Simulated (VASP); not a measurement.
Computed with LDA (Ceperley-Alder, Perdew-Zunger), VASP's LDA PAW potentials (set 64) (plane waves; VASP).

The input files of a VASP run:

INCAR:
```
ISMEAR = -5   # tetrahedra, Bloechl
LWAVE = F
NELM = 100   # most electronic steps
NEDOS = 601
ENCUT = 520   # plane-wave cut-off (eV)
LASPH = T   # aspherical one-centre terms
LREAL = F   # projection in real space or not
LMAXMIX = 4
EDIFF = 1E-7   # SCF stop (eV)
ALGO = Normal   # blocked Davidson
SYSTEM = CdSe
PREC = Accurate
ISIF = 2
LCHARG = T
LORBIT = 11
```

### POSCAR
```
CdSe
1
    0.0000000000     3.0121636312     3.0121636312
    3.0121636312     0.0000000000     3.0121636312
    3.0121636312     3.0121636312     0.0000000000
Cd Se
1 1
Direct
  0.0000000000   0.0000000000   0.0000000000
  0.2500000000   0.2500000000   0.2500000000
```

File KPOINTS:
```
Automatic mesh
0
Gamma
9 9 9
0 0 0
```

POTCAR, in this order: Cd Se (LDA.64 set). Program: vasp_std.

Output

### OUTCAR
```
 ion  position               nearest neighbor table
   1  0.000  0.000  0.000-   2 2.61   2 2.61   2 2.61   2 2.61
   2  0.250  0.250  0.250-   1 2.61   1 2.61   1 2.61   1 2.61
  LATTYP: Found a face centered cubic cell.
 ALAT       =     6.0243272624
 Subroutine PRICEL returns:
 Original cell was already a primitive cell.
 Subroutine GETGRP returns: Found 24 space group operations
The static configuration has the point symmetry T_d .
The dynamic configuration has the point symmetry T_d .
 Subroutine INISYM returns: Found 24 space group operations
 Subroutine IBZKPT returns following result:
 Found     35 irreducible k-points:

 Following reciprocal coordinates:
            Coordinates               Weight
  0.000000  0.000000  0.000000      1.000000
  0.111111  0.000000  0.000000      8.000000
  0.222222  0.000000  0.000000      8.000000
  0.333333  0.000000  0.000000      8.000000
  0.444444  0.000000  0.000000      8.000000
  0.111111  0.111111  0.000000      6.000000
  0.222222  0.111111  0.000000     24.000000
  0.333333  0.111111  0.000000     24.000000
  0.444444  0.111111  0.000000     24.000000
 -0.444444  0.111111  0.000000     24.000000
 -0.333333  0.111111  0.000000     24.000000
 -0.222222  0.111111  0.000000     24.000000
 -0.111111  0.111111  0.000000     12.000000
  0.222222  0.222222  0.000000      6.000000
  0.333333  0.222222  0.000000     24.000000
  0.444444  0.222222  0.000000     24.000000
 -0.444444  0.222222  0.000000     24.000000
 -0.333333  0.222222  0.000000     24.000000
 -0.222222  0.222222  0.000000     12.000000
  0.333333  0.333333  0.000000      6.000000
  0.444444  0.333333  0.000000     24.000000
 -0.444444  0.333333  0.000000     24.000000
 -0.333333  0.333333  0.000000     12.000000
  0.444444  0.444444  0.000000      6.000000
...
```

File OSZICAR:
```
       N       E                     dE             d eps       ncg     rms          rms(c)
DAV:   1     0.110814959689E+03    0.11081E+03   -0.89420E+03   910   0.125E+03
DAV:   2    -0.230275077268E+01   -0.11312E+03   -0.10884E+03  1045   0.297E+02
DAV:   3    -0.710764909459E+01   -0.48049E+01   -0.47933E+01  1085   0.633E+01
DAV:   4    -0.713347443206E+01   -0.25825E-01   -0.25823E-01   995   0.468E+00
DAV:   5    -0.713363656969E+01   -0.16214E-03   -0.16214E-03  1070   0.330E-01    0.693E+00
DAV:   6    -0.679362872756E+01    0.34001E+00   -0.64677E-01  1304   0.114E+01    0.529E+00
DAV:   7    -0.676609743793E+01    0.27531E-01   -0.13784E-01  1000   0.300E+00    0.221E+00
DAV:   8    -0.676305905065E+01    0.30384E-02   -0.14956E-02   955   0.187E+00    0.218E-01
DAV:   9    -0.676275700707E+01    0.30204E-03   -0.19833E-03  1050   0.718E-01    0.505E-02
DAV:  10    -0.676273312892E+01    0.23878E-04   -0.17644E-04  1003   0.216E-01    0.335E-02
DAV:  11    -0.676273781936E+01   -0.46904E-05   -0.19532E-05   925   0.458E-02    0.132E-02
DAV:  12    -0.676273733617E+01    0.48319E-06   -0.33730E-06   965   0.299E-02    0.433E-03
DAV:  13    -0.676273737675E+01   -0.40584E-07   -0.26415E-07   947   0.619E-03
   1 F= -.67627374E+01 E0= -.67627374E+01  d E =0.000000E+00
```

OUTCAR:
```
------------------------ aborting loop because EDIFF is reached ----------------------------------------
  FORCE on cell =-STRESS in cart. coord.  units (eV):
  Direction    XX          YY          ZZ          XY          YZ          ZX
  --------------------------------------------------------------------------------------
  Total        0.0008936      0.0008936      0.0008936     -0.0000000     -0.0000000     -0.0000000
  in kB        0.0261943      0.0261943      0.0261943     -0.0000000     -0.0000000     -0.0000000
  external PRESSURE =       0.0261943 kB  Pullay stress =       0.0000000 kB
  volume of cell :       54.66
      direct lattice vectors                 reciprocal lattice vectors
     0.000000000  3.012163631  3.012163631    -0.165993638  0.165993638  0.165993638
     3.012163631  0.000000000  3.012163631     0.165993638 -0.165993638  0.165993638
     3.012163631  3.012163631  0.000000000     0.165993638  0.165993638 -0.165993638
  FREE ENERGIE OF THE ION-ELECTRON SYSTEM (eV)
  ---------------------------------------------------
  free  energy   TOTEN  =        -6.7627373768 eV

  energy  without entropy=       -6.7627373768  energy(sigma->0) =       -6.76273738

 total charge

# of ion       s       p       d       tot
------------------------------------------
    1        0.464   0.336   9.544  10.344
    2        1.449   2.389   0.025   3.863
--------------------------------------------------
tot          1.913   2.725   9.569  14.207
```
(Selected blocks of OUTCAR.)

**OUTCAR**
```
 val. band max:        1.0512402505   @ k =   0.0000   0.0000   0.0000

 cond. band min:       1.4730207660   @ k =   0.0000   0.0000   0.0000


 Fermi energy:         1.0781043355

 k-point     1 :       0.0000    0.0000    0.0000
  band No.  band energies     occupation
      1     -11.7620      2.00000
      2      -7.0053      2.00000
      3      -7.0053      2.00000
      4      -7.0053      2.00000
      5      -6.5938      2.00000
      6      -6.5938      2.00000
      7       1.0512      2.00000
      8       1.0512      2.00000
      9       1.0512      2.00000
     10       1.4730      0.00000
     11       6.8468      0.00000
     12       6.8468      0.00000
     13       6.8468      0.00000

 k-point     2 :       0.1111    0.0000    0.0000
  band No.  band energies     occupation
      1     -11.7154      2.00000
      2      -6.9902      2.00000
      3      -6.9902      2.00000
      4      -6.9678      2.00000
      5      -6.5949      2.00000
      6      -6.5949      2.00000
      7      -0.0869      2.00000
      8       0.9419      2.00000
      9       0.9419      2.00000
     10       2.4243      0.00000
     11       6.6553      0.00000
     12       7.0201      0.00000
     13       7.0201      0.00000

 k-point     3 :       0.2222    0.0000    0.0000
  band No.  band energies     occupation
      1     -11.5961      2.00000
      2      -6.9548      2.00000
      3      -6.9548      2.00000
      4      -6.8385      2.00000
      5      -6.5936      2.00000
      6      -6.5936      2.00000
      7      -1.4435      2.00000
      8       0.6868      2.00000
      9       0.6868      2.00000
     10       3.1267      0.00000
     11       6.7487      0.00000
     12       7.3357      0.00000
     13       7.3357      0.00000

 k-point     4 :       0.3333    0.0000    0.0000
  band No.  band energies     occupation
      1     -11.4584      2.00000
      2      -6.9215      2.00000
      3      -6.9215      2.00000
...
```

The compound is CdSe in the zinc blende structure, whereas wurtzite is the usual form. It was relaxed first.
